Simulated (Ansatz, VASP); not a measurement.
CsSi2: VASP beside Ansatz

```
CELL_PARAMETERS angstrom
6.37157 0.00000 0.00000
-3.18578 5.51794 0.00000
0.00000 0.00000 4.47866
ATOMIC_POSITIONS crystal
Cs 0.00000 0.00000 0.00000
Si 0.66667 0.33333 0.25039
Si 0.66667 0.33333 0.74961
```

The cell was built by a generator and needn't be a form met in nature.

Alike in both runs: task single point; functional HSE(alpha, omega); k mesh 3 × 3 × 3; occupations fermi-dirac, width 0.05 eV; no spin polarisation.

|  | VASP | Ansatz |
| --- | --- | --- |
| version | VASP 6.6.1 | Ansatz 0.2.0 |
| potentials or method | VASP PAW PBE potentials, release 64 (Cs_sv, Si) | Ansatz PAW |
| plane-wave cutoff (eV) | 520 | 420 |
| valence electrons in the cell | 17 | 17 |

```tsv
	VASP	Ansatz	Ansatz less VASP
gap on the k mesh at the Fermi level (eV)	none	none	-
pressure (GPa)	-0.1	0.0	+0.09
largest component of the traceless stress (GPa)	0.18	0.02	-0.153
rms of the force components (eV/Å)	0.019	0.019	-0.0001
```

Atom by atom the forces differ by 0.000 eV/Å (rms over components). A gap of «none» marks a metal or a gap that the smearing closes.

Caveats: the k mesh is coarse (spacing up to 0.47 Å⁻¹), so the values aren't converged, least of all with exact exchange; the PAW data sets were made with another functional, which shifts forces and pressure a little (VASP); the PAW data sets come from PBE, with cores solved anew for the run's functional, which leaves a small shift of forces and pressure (Ansatz); the thresholds are loose for stress (Ansatz). The runs have no spin-orbit coupling, so splittings on Cs are missing.
